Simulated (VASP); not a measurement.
OSZICAR of a VASP run on GaN (space group F-43m):

### OSZICAR
```
       N       E                     dE             d eps       ncg     rms          rms(c)
DAV:   1     0.852712039319E+02    0.85271E+02   -0.97095E+03   982   0.244E+03
DAV:   2    -0.702184415479E+01   -0.92293E+02   -0.85904E+02  1048   0.347E+02
DAV:   3    -0.140079617300E+02   -0.69861E+01   -0.69445E+01  1025   0.864E+01
DAV:   4    -0.141101211584E+02   -0.10216E+00   -0.10211E+00  1101   0.116E+01
DAV:   5    -0.141115486502E+02   -0.14275E-02   -0.14275E-02  1003   0.122E+00    0.763E+00
DAV:   6    -0.121537679647E+02    0.19578E+01   -0.60282E+00  1390   0.476E+01    0.269E+00
DAV:   7    -0.121624570721E+02   -0.86891E-02   -0.33854E-01   915   0.810E+00    0.177E+00
DAV:   8    -0.121589684878E+02    0.34886E-02   -0.75349E-02  1028   0.431E+00    0.846E-01
DAV:   9    -0.121534047122E+02    0.55638E-02   -0.21755E-02  1364   0.359E+00    0.207E-01
DAV:  10    -0.121537946990E+02   -0.38999E-03   -0.18121E-03  1037   0.672E-01    0.911E-02
DAV:  11    -0.121537023149E+02    0.92384E-04   -0.36055E-04  1385   0.360E-01    0.102E-02
DAV:  12    -0.121537082743E+02   -0.59594E-05   -0.33104E-05   955   0.765E-02    0.857E-03
DAV:  13    -0.121537080672E+02    0.20710E-06   -0.16490E-06   898   0.125E-02
   1 F= -.12153708E+02 E0= -.12153708E+02  d E =-.199834E-11
```

Q: Which electronic solver shows in the log?

A: It is blocked Davidson (ALGO = Normal, or the opening steps of other solvers). The INCAR had ALGO = Normal.

Q: Can the final energy be trusted as converged?

A: Self-consistency was reached. It stopped with EDIFF = 1E-6, NELM = 100 (PBE GGA, plane waves, VASP's PBE PAW potentials (set 64)).

The structure comes from a computed database's GaN entry (F-43m); how it stands against other phases isn't given here. It was relaxed first.
